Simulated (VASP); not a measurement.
```
CELL_PARAMETERS angstrom
     -1.71410     1.71410     1.71410
      1.71410    -1.71410     1.71410
      1.71410     1.71410    -1.71410
ATOMIC_POSITIONS crystal
  Li 0.00000 0.00000 0.00000
```

All values below come from PBE GGA, VASP's PBE PAW potentials (set 64) (plane waves; VASP). Settings: 600 eV cut-off, 14×14×14 Γ-centred mesh, first-order Methfessel-Paxton smearing of 0.10 eV, potentials Li_sv.

Each relaxation starts from this cell; other phases were not tried.

Problem. The cell is relaxed at 10 GPa. What happens?

Solution. The volume per atom goes from 20.14 to 13.83 Å³ (-31.4 %), and the cell becomes a = b = c = 3.0239 Å, α = β = γ = 90.00°, space group Im-3m.

Failed runs are left out, and for metals the shear rows, which the mesh's noise covers.

The compound is Li in the bcc structure.
